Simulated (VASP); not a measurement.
Level of theory: rev-vdW-DF2, VASP's PBE PAW potentials (set 64) (plane waves; VASP).

A VASP calculation is set up with these files.

### INCAR
```
AGGAC  =  0.0
NSW  =  60
EDIFFG  =  -0.02   ! ionic stop
SIGMA  =  0.05   ! width (eV)
ENCUT  =  520   ! plane-wave cut-off (eV)
NELM  =  100   ! most electronic steps
ISMEAR  =  0
IBRION  =  2   ! conjugate gradients
ZAB_VDW  =  -1.8867
LASPH  =  T   ! aspherical one-centre terms
LMAXMIX  =  4   ! l cut-off of mixed one-centre charges
ISIF  =  3
LWAVE  =  F
PARAM1  =  0.1234568
LUSE_VDW  =  T
LCHARG  =  F
EDIFF  =  1E-6   ! SCF stop (eV)
PARAM2  =  0.7114
GGA  =  MK
PREC  =  Accurate
ALGO  =  Normal   ! blocked Davidson
SYSTEM  =  Se
LREAL  =  F   ! projection in real space or not
```

POSCAR:
```
Se
1
    2.0569822130    -3.5627976912     0.0000000000
    2.0569822130     3.5627976912    -0.0000000000
    0.0000000000     0.0000000000     5.1673327990
Se
3
Direct
  0.0000000000   0.2462139799   0.6666670000
  0.7537860201   0.7537860201   1.0000000000
  0.2462139799   0.0000000000   0.3333330000
```

**KPOINTS**
```
Regular mesh
0
gamma
 6 6 4
```

POTCAR, in this order: Se (PBE.64 set). Program: vasp_std.

The resulting files:

### OSZICAR
```
       N       E                     dE             d eps       ncg     rms          rms(c)
DAV:   1     0.910707852177E+02    0.91071E+02   -0.74332E+03   624   0.116E+03
DAV:   2    -0.319672555639E+00   -0.91390E+02   -0.88089E+02   855   0.177E+02
DAV:   3    -0.636423543251E+01   -0.60446E+01   -0.60084E+01   754   0.528E+01
DAV:   4    -0.641788712436E+01   -0.53652E-01   -0.53589E-01   704   0.595E+00
DAV:   5    -0.641832922327E+01   -0.44210E-03   -0.44207E-03   789   0.528E-01    0.640E+00
DAV:   6    -0.636706931444E+01    0.51260E-01   -0.38409E-02   669   0.144E+00    0.396E+00
DAV:   7    -0.635287625007E+01    0.14193E-01   -0.73786E-02   674   0.196E+00    0.200E-01
DAV:   8    -0.635204613339E+01    0.83012E-03   -0.11012E-02   644   0.756E-01    0.110E-01
DAV:   9    -0.635211739163E+01   -0.71258E-04   -0.30244E-04   764   0.141E-01    0.342E-02
DAV:  10    -0.635212935709E+01   -0.11965E-04   -0.43212E-05   714   0.567E-02    0.103E-02
DAV:  11    -0.635213044374E+01   -0.10866E-05   -0.10214E-05   734   0.219E-02    0.448E-03
DAV:  12    -0.635212983498E+01    0.60876E-06   -0.17892E-06   372   0.991E-03
   1 F= -.63521298E+01 E0= -.63521298E+01  d E =-.635213E+01
```

**OUTCAR**
```
------------------------ aborting loop because EDIFF is reached ----------------------------------------
  FORCE on cell =-STRESS in cart. coord.  units (eV):
  Direction    XX          YY          ZZ          XY          YZ          ZX
  --------------------------------------------------------------------------------------
  Total        0.0176015      0.0176015     -0.0183580      0.0000000      0.0000000      0.0000000
  in kB        0.3723422      0.3723422     -0.3883448      0.0000000      0.0000000      0.0000000
  external PRESSURE =       0.1187799 kB  Pullay stress =       0.0000000 kB
  volume of cell :       75.74
      direct lattice vectors                 reciprocal lattice vectors
     2.056982213 -3.562797691  0.000000000     0.243074537 -0.140339150  0.000000000
     2.056982213  3.562797691  0.000000000     0.243074537  0.140339150  0.000000000
     0.000000000  0.000000000  5.167332799     0.000000000  0.000000000  0.193523436
 POSITION                                       TOTAL-FORCE (eV/Angst)
 -----------------------------------------------------------------------------------
      0.50646      0.87721      3.44489        -0.002858     -0.004951      0.000000
      3.10105      0.00000      0.00000         0.005717     -0.000000      0.000000
      0.50646     -0.87721      1.72244        -0.002858      0.004951     -0.000000
 -----------------------------------------------------------------------------------
    total drift:                               -0.000221     -0.000435      0.000011
  FREE ENERGIE OF THE ION-ELECTRON SYSTEM (eV)
  ---------------------------------------------------
  free  energy   TOTEN  =        -6.3521298350 eV

  energy  without entropy=       -6.3521298350  energy(sigma->0) =       -6.35212983

 reached required accuracy - stopping structural energy minimisation
```
(Selected blocks of OUTCAR.)

OUTCAR:
```
 val. band max:        3.2420052664   @ k =   0.3333   0.3333   0.5000

 cond. band min:       3.7530863686   @ k =   0.3333   0.3333   0.5000


 Fermi energy:         3.4946243136

 k-point     1 :       0.0000    0.0000    0.0000
  band No.  band energies     occupation
      1     -12.4649      2.00000
      2      -8.5802      2.00000
      3      -8.5802      2.00000
      4      -0.2485      2.00000
      5      -0.1185      2.00000
      6      -0.1185      2.00000
      7       1.4865      2.00000
      8       1.4865      2.00000
      9       2.7867      2.00000
     10       4.6937      0.00000
     11       4.6937      0.00000
     12       5.2930      0.00000
     13       9.7019      0.00000

 k-point     2 :       0.1667   -0.0000    0.0000
  band No.  band energies     occupation
      1     -12.2967      2.00000
      2      -8.6731      2.00000
      3      -8.5468      2.00000
      4      -1.2198      2.00000
      5      -0.6567      2.00000
      6      -0.1577      2.00000
      7       1.6774      2.00000
      8       2.0848      2.00000
      9       2.6063      2.00000
     10       4.5654      0.00000
     11       4.6956      0.00000
     12       5.3769      0.00000
     13       9.2949      0.00000

 k-point     3 :       0.3333   -0.0000    0.0000
  band No.  band energies     occupation
      1     -11.8848      2.00000
      2      -8.9874      2.00000
      3      -8.4745      2.00000
      4      -1.9162      2.00000
      5      -1.2617      2.00000
      6      -0.4727      2.00000
      7       0.8937      2.00000
      8       1.9111      2.00000
      9       2.3956      2.00000
     10       4.7248      0.00000
     11       4.9483      0.00000
     12       6.4527      0.00000
     13       8.2669      0.00000

 k-point     4 :       0.5000    0.0000    0.0000
  band No.  band energies     occupation
      1     -11.6122      2.00000
      2      -9.2400      2.00000
      3      -8.4358      2.00000
...
```

The compound is Se in the trig structure. It was relaxed first, which changed the volume by -7 %. The start is the result of an earlier pass.
